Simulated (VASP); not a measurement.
```
CELL_PARAMETERS angstrom
      0.00000     2.96365     2.96365
      2.96365     0.00000     2.96365
      2.96365     2.96365     0.00000
ATOMIC_POSITIONS crystal
  B  0.00000 0.00000 0.00000
  Ti 0.50000 0.50000 0.50000
  Ti 0.25000 0.25000 0.25000
  Ti 0.75000 0.75000 0.75000
```

Calculation: PBEsol GGA, VASP's PBE PAW potentials (set 64) (plane waves; VASP). Run with 600 eV cut-off, 8×8×8 Γ-centred mesh, first-order Methfessel-Paxton smearing of 0.10 eV, potentials B Ti_sv.

Energy and stress use the plane-wave basis of the starting cell.

The ions, cell shape and volume at an external pressure of 15.0 GPa are relaxed. What does this cell relax into?

```
CELL_PARAMETERS angstrom
      0.00000     2.87758     2.87758
      2.87758     0.00000     2.87758
      2.87758     2.87758     0.00000
ATOMIC_POSITIONS crystal
  B  0.00000 0.00000 0.00000
  Ti 0.50000 0.50000 0.50000
  Ti 0.25000 0.25000 0.25000
  Ti 0.75000 0.75000 0.75000
```
Space group Fm-3m (225), at a tolerance of 0.03 Å.

How do energy and volume change from the first to the last step?

The energy (σ→0) changes by +48.4 meV/atom and the volume by -8.5 %, in 4 ionic steps.

The structure was generated: Ti3B was put into the D03 type (Fm-3m), which need not be its known phase. This run relaxes it under an external pressure of 15 GPa. Symmetry was kept, so distortions that lower it aren't found. The electron count is odd and the run is not spin-polarised, which forces a metal.
